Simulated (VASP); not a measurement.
Data:

```yaml
crystal:
  lattice:
    - [0.00000, 3.26181, 3.26181]
    - [3.26181, 0.00000, 3.26181]
    - [3.26181, 3.26181, 0.00000]
  atoms:
    - { symbol: Na, position: [0.00000, 0.00000, 0.00000] }
    - { symbol: I, position: [0.50000, 0.50000, 0.50000] }
```

Calculation: TPSS meta-GGA, VASP's PBE PAW potentials (set 64) (plane waves; VASP). Settings: 520 eV cut-off, 7×7×7 Γ-centred mesh, Gaussian smearing of 0.050 eV, potentials Na_pv I.

**Question.** Give the energy at these volumes per atom, relative to the lowest: 32.64, 33.68, 34.72, 35.76, 36.80 Å³.

**Answer.** 6.4, 1.5, 0.0, 1.4, 5.2 meV/atom. A third-order Birch-Murnaghan fit gives B0 = 14.8 GPa and B0′ = 4.8.

The compound is NaI in the rock salt structure. It was relaxed first.
